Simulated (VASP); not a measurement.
An input for Ansatz (written as the equivalent of a VASP run, and not itself run):

Ansatz 0.2 input:
```yaml
crystal:
  lattice:
    - [0.0000000, 4.2129944, 4.3288350]
    - [2.4757588, 0.0000000, 4.3288350]
    - [2.4757588, 4.2129944, 0.0000000]
  atoms:
    - { symbol: Ti, position: [0.7500000, 0.7500000, 0.7500000] }
    - { symbol: Ti, position: [0.5000000, 0.5000000, 0.5000000] }
    - { symbol: Ge, position: [0.0811959, 0.4188041, 0.0811959] }
    - { symbol: Ge, position: [0.4188041, 0.0811959, 0.4188041] }
    - { symbol: Ge, position: [0.1688041, 0.8311959, 0.1688041] }
    - { symbol: Ge, position: [0.8311959, 0.1688041, 0.8311959] }
kpoints:
  mp_grid: { grid: [9, 9, 9] }
hamiltonian:
  xc: lda
  pseudopotentials: { kind: paw }
scf:
  occupations: { method: tetrahedron }
  max_iter: 100
output: { forces: true, stress: true, eigenvalues: true }
```

**Question.** Write the VASP files for the same calculation (LDA).

**Answer.** This is not unique; one that fits is 
### KPOINTS
```
Automatic
0
Gamma
  9 9 9
```

**POSCAR**
```
TiGe2
1
    0.0000000000     4.2129943957     4.3288349544
    2.4757588296     0.0000000000     4.3288349544
    2.4757588296     4.2129943957     0.0000000000
Ti Ge
2 4
Direct
  0.7500000000   0.7500000000   0.7500000000
  0.5000000000   0.5000000000   0.5000000000
  0.0811958543   0.4188041457   0.0811958543
  0.4188041457   0.0811958543   0.4188041457
  0.1688041457   0.8311958543   0.1688041457
  0.8311958543   0.1688041457   0.8311958543
```

**INCAR**
```
# general
SYSTEM =TiGe2
PREC   =Accurate
ENCUT  =400   # plane-wave cut-off (eV)
LREAL  =.FALSE.
LASPH  =.TRUE.   # aspherical one-centre terms

# electronic loop
EDIFF  =1E-7
NELM   =100
ALGO   =Normal   # blocked Davidson
LMAXMIX=4   # l cut-off of mixed one-centre charges

# smearing
ISMEAR =-5

# ions
ISIF   =2   # forces and stress, cell fixed

# output
LWAVE  =.FALSE.
LCHARG =.TRUE.
LORBIT =11   # lm-projected
NEDOS  =601

# other
LEFG   =.TRUE.
```

POTCAR, in this order: Ti_sv Ge_d (LDA.64 set). Program: vasp_std.

The two are equivalent in intent, not identical: each code has its own PAW files, so the cut-off isn't converted (ENCUT is set for VASP's; basis.ecutwfc is left out, and Ansatz then takes the one that its files recommend); Ansatz stops its SCF on the density residual and VASP on the energy change (EDIFF); Ansatz's lda is the Perdew-Wang form, while the LDA potentials of VASP carry Perdew-Zunger's; the field gradients of LEFG aren't asked of the other code.

The structure comes from a computed database's TiGe2 entry (Fddd); how it stands against other phases isn't given here. It was relaxed first.
